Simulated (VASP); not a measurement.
Given:

```yaml
crystal:
  lattice:
    - [0.00000, 2.26421, 2.26421]
    - [2.26421, 0.00000, 2.26421]
    - [2.26421, 2.26421, 0.00000]
  atoms:
    - { symbol: Zr, position: [0.00000, 0.00000, 0.00000] }
    - { symbol: N, position: [0.50000, 0.50000, 0.50000] }
```

Level of theory: LDA (Ceperley-Alder, Perdew-Zunger) with spin-orbit coupling, VASP's LDA PAW potentials (set 64) (plane waves; VASP). Run with 520 eV cut-off, 13×13×13 Γ-centred mesh, Gaussian smearing of 0.050 eV, potentials Zr_sv N.

Question: Give the energies of bands 11 to 23 at the high-symmetry points, in eV from the Fermi level.

Answer: 
| band | Γ | X | U | L | W |
|---|---|---|---|---|---|
| 11 | -2.81 | -4.57 | -5.68 | -7.93 | -5.65 |
| 12 | -2.81 | -4.57 | -5.68 | -7.93 | -5.65 |
| 13 | -2.74 | -3.75 | -4.80 | -5.96 | -4.92 |
| 14 | -2.74 | -3.75 | -4.80 | -5.96 | -4.92 |
| 15 | -2.74 | -3.27 | -4.60 | -5.95 | -4.74 |
| 16 | -2.74 | -3.27 | -4.60 | -5.95 | -4.74 |
| 17 | -0.56 | -3.16 | -0.83 | 3.08 | 0.96 |
| 18 | -0.56 | -3.16 | -0.83 | 3.08 | 0.96 |
| 19 | -0.56 | 3.46 | 3.49 | 3.15 | 0.99 |
| 20 | -0.56 | 3.46 | 3.49 | 3.15 | 0.99 |
| 21 | -0.49 | 4.67 | 3.79 | 3.21 | 4.71 |
| 22 | -0.49 | 4.67 | 3.79 | 3.21 | 4.71 |
| 23 | 1.56 | 4.77 | 5.52 | 4.88 | 4.97 |

It has no gap at this level: it comes out as a metal or semimetal.

The compound is ZrN in the rock salt structure. It was relaxed first.
